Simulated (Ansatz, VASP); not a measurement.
## Two plane-wave programs on CoGe3

```
Ge Co
1.0
     3.92579    0.00000    0.00000
     0.00000    3.92579    0.00000
     0.00000    0.00000    3.92579
Ge Co
3 1
Direct
  0.00000 0.50000 0.50000
  0.50000 0.00000 0.50000
  0.50000 0.50000 0.00000
  0.00000 0.00000 0.00000
```

Alike in both runs: functional PBEsol; k mesh 10 × 10 × 10; occupations gaussian, width 0.1 eV; no spin polarisation.

Ansatz relaxed the structure, and its values are those at the end. VASP's run is a single point on that final structure, the one shown.

|  | VASP | Ansatz |
| --- | --- | --- |
| version | VASP 6.6.1 | Ansatz 0.2.0 |
| potentials or method | VASP PAW PBE potentials, release 64 (Ge_d, Co) | scalar-relativistic, plane waves, PAW |
| plane-wave cutoff (eV) | 520 | 420 |
| valence electrons in the cell | 51 | 59 |

|  | VASP | Ansatz | Ansatz less VASP |
| --- | --- | --- | --- |
| gap on the k mesh at the Fermi level (eV) | none | none | - |
| pressure (GPa) | 0.2 | 0.0 | -0.17 |

A gap of «none» marks a metal or a gap that the smearing closes. The two sets of potentials don't hold the same shells in valence.

Caveats: the PAW data sets were made with another functional, which shifts forces and pressure a little (VASP). Spin polarisation is off, so any magnetic state and its effect on volume and gap are missing.
